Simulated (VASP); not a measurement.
A VASP calculation is set up with these files.

KPOINTS:
```
Regular mesh
0
Gamma
  6 6 6
```

### INCAR
```
SYSTEM = Li2Se
PREC = Accurate; ENCUT = 520; LREAL = .False.
LASPH = .True.
EDIFF = 1E-6; NELM = 100; ALGO = Fast
LMAXMIX = 4
ISMEAR = 0; SIGMA = 0.05
GGA = PE
ISIF = 2
LWAVE = .False.; LCHARG = .False.
```

### POSCAR
```
Li2Se
3.0683660
  0.0000000000   0.9992582371   0.9652896688
  1.0000000000   0.0000000000   0.9652896688
  1.0000000000   0.9992582371   0.0000000000
Li Se
2 1
Direct
  0.2500000000   0.2500000000   0.2500000000
  0.7500000000   0.7500000000   0.7500000000
 -0.0115830000   0.0115830000   0.0115830000
```

POTCAR, in this order: Li_sv Se (PBE.64 set). Program: vasp_std.

Translate this PBE calculation to Quantum ESPRESSO's pw.x.

One equivalent input (not run):
```
&CONTROL
  calculation = 'scf'
  pseudo_dir = './pseudo'
  outdir = './out'
  tprnfor = .true.
  tstress = .true.
/
&SYSTEM
  ibrav = 0
  nat = 3
  ntyp = 2
  ecutwfc = 86
  occupations = 'smearing'
  smearing = 'gaussian'
  degauss = 0.003675
  input_dft = 'pbe'
/
&ELECTRONS
  conv_thr = 7.3e-08
  electron_maxstep = 100
/
ATOMIC_SPECIES
  Li 6.940 Li.upf
  Se 78.971 Se.upf
CELL_PARAMETERS angstrom
     0.0000000    3.0660900    2.9618620
     3.0683660    0.0000000    2.9618620
     3.0683660    3.0660900    0.0000000
ATOMIC_POSITIONS crystal
  Li   0.2500000  0.2500000  0.2500000
  Li   0.7500000  0.7500000  0.7500000
  Se  -0.0115830  0.0115830  0.0115830
K_POINTS automatic
  6 6 6 0 0 0
```
The two are equivalent in intent, not identical: the potentials are each code's own (VASP's PAW set, PseudoDojo norm-conserving files in pw.x), so ENCUT and ecutwfc are chosen apart and not converted; conv_thr bounds pw.x's estimated SCF error, while EDIFF bounds the energy change between steps.

The compound is Li2Se in the antifluorite structure. The cell was not relaxed at this level, atoms are displaced from their ideal sites. The run is one of a series of settings (ALGO = Fast against the base run), some of them coarse on purpose.
